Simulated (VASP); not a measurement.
Consider the following.

```
MgI2
1.0
    2.08910    -3.61843     0.00000
    2.08910     3.61843     0.00000
    0.00000     0.00000     7.08066
Mg I
1 2
Direct
  0.00000   0.00000   0.00000
  0.33333   0.66667   0.23481
  0.66667   0.33333   0.76519
```

The numbers are results of SCAN meta-GGA, VASP's PBE PAW potentials (set 64) (plane waves; VASP), not measurements. Numerical set-up: 520 eV cut-off, 7×7×4 Γ-centred mesh, tetrahedra with Blöchl corrections, potentials Mg I.

The cores are frozen, which limits the accuracy of field gradients.

**Question.** Give the principal components of the electric field gradient (V/Å²) and the asymmetry η at each nucleus.

**Answer.** 
```
atom   Vxx   Vyy    Vzz     η
----  ----  ----  -----  ----
Mg1   -0.2  -0.2    0.5     -
I2    24.2  24.2  -48.3  0.00
I3    24.2  24.2  -48.3  0.00
```

The compound is MgI2 in the 1T layered structure. It was relaxed first.
